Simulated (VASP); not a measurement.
Set up this calculation in VASP 6.6.1, as the native input.

```
Task                   : relaxation of cell and atoms
Functional             : LDA
Potentials or basis    : VASP PAW LDA potentials, release 64 (Zr_sv, Pt)
Cutoff                 : 600 eV
k mesh                 : 5 × 5 × 5
Occupations            : methfessel-paxton, width 0.3 eV
Spin                   : no spin polarisation
Target pressure        : 10 GPa
Dipole correction      : no
Further INCAR settings : ALGO = Normal; EDIFF = 1e-06; IBRION = 2; EDIFFG = -0.01; NSW = 80; ISIF = 3
Target pressure        : 10 GPa
```

The structure of ZrPt3 lies in POSCAR:

```
ZrPt3
1.0
    3.9900000000      0.0000000000      0.0000000000
    0.0000000000      3.9900000000      0.0000000000
    0.0000000000      0.0000000000      3.9900000000
Zr Pt
1 3
Direct
    0.0000000000      0.0000000000      0.0000000000
    0.0000000000      0.5000000000      0.5000000000
    0.5000000000      0.0000000000      0.5000000000
    0.5000000000      0.5000000000      0.0000000000
```

One way to write it, as run:

INCAR

```
  ALGO = Normal
  EDIFF = 1E-6
  EDIFFG = -0.01
  ENCUT = 600
  IBRION = 2
  ISIF = 3
  ISMEAR = 1
  LASPH = T
  LCHARG = F
  LREAL = F
  LWAVE = F
  NELM = 100
  NSW = 80
  PREC = Accurate
  PSTRESS = 100.0
  SIGMA = 0.3
```

KPOINTS

```
k-points
0
Gamma
  5 5 5
```

Potentials or basis: VASP PAW LDA potentials, release 64 (Zr_sv, Pt).

The run is started by

```bash
$ cat potpaw_LDA.64/Zr_sv/POTCAR potpaw_LDA.64/Pt/POTCAR > POTCAR
$ mpirun -np 1 vasp_std > vasp.out
```

It gave:

```yaml
Relaxed_volume: 15.17 Å³/atom
Relaxed_cell: a = 3.930 Å, b = 3.930 Å, c = 3.930 Å, α = 90.00°, β = 90.00°, γ = 90.00°
Space_group_after_relaxing_to_0.05_Å: Pm-3m (No. 221)
Energy_change_on_relaxing_the_enthalpy_is_what_falls: +14.8 meV/atom
Ionic_steps: 5
Pressure_after_relaxing: 10.1 GPa
Band_gap_on_the_k_mesh: none (metal or under the smearing width)
```

Caveat: the cell is relaxed towards a set pressure, so the enthalpy falls and the energy may rise.

Run time: 47 s on 1 thread of Intel(R) Xeon(R) Platinum 8488C (Sapphire Rapids) (shared host), peak memory 0.17 GiB.
